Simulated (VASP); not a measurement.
VASP input:

**INCAR**
```
SYSTEM = TiSi
PREC = Accurate
ENCUT = 400
EDIFF = 1E-6
NELM = 100
ALGO = Normal
LREAL = .FALSE.
LASPH = .TRUE.
ISMEAR = 1
SIGMA = 0.1
METAGGA = R2SCAN
LMIXTAU = .TRUE.
LMAXMIX = 4
LWAVE = .FALSE.
LCHARG = .FALSE.
IBRION = 2
ISIF = 3
NSW = 60
EDIFFG = -0.01
```

POSCAR:
```
TiSi
1.0
  0.0000000000   2.7461530000   2.7461530000
  2.7461530000   0.0000000000   2.7461530000
  2.7461530000   2.7461530000   0.0000000000
Si Ti
1 1
Cart
  0.0000000000   0.0000000000   0.0000000000
  2.7461530000   2.7461530000   2.7461530000
```

KPOINTS:
```
Automatic
0
Gamma
  10 10 10
```

POTCAR, in this order: Si Ti_sv (PBE.64 set). Program: vasp_std.

Problem. Translate this r2SCAN calculation to Ansatz.

Solution. One equivalent input (not run):
Ansatz 0.2 input:
```yaml
crystal:
  lattice:
    - [0.0000000, 2.7461530, 2.7461530]
    - [2.7461530, 0.0000000, 2.7461530]
    - [2.7461530, 2.7461530, 0.0000000]
  atoms:
    - { symbol: Si, position: [0.0000000, 0.0000000, 0.0000000] }
    - { symbol: Ti, position: [0.5000000, 0.5000000, 0.5000000] }
kpoints:
  mp_grid: { grid: [10, 10, 10] }
hamiltonian:
  xc: r2scan
  pseudopotentials: { kind: paw }
scf:
  occupations: { method: methfessel_paxton, width: 0.1 }
  max_iter: 100
relax:
  max_steps: 60
  f_tol: 0.01
  cell: {}
output: { forces: true, stress: true, eigenvalues: true }
```
The two are equivalent in intent, not identical: each code has its own PAW files, so the cut-off isn't converted (ENCUT is set for VASP's; basis.ecutwfc is left out, and Ansatz then takes the one that its files recommend); Ansatz stops its SCF on the density residual and VASP on the energy change (EDIFF).

The structure was generated: TiSi was put into the rocksalt type (Fm-3m), which need not be its known phase. This run relaxes it. Symmetry was kept, so distortions that lower it aren't found.
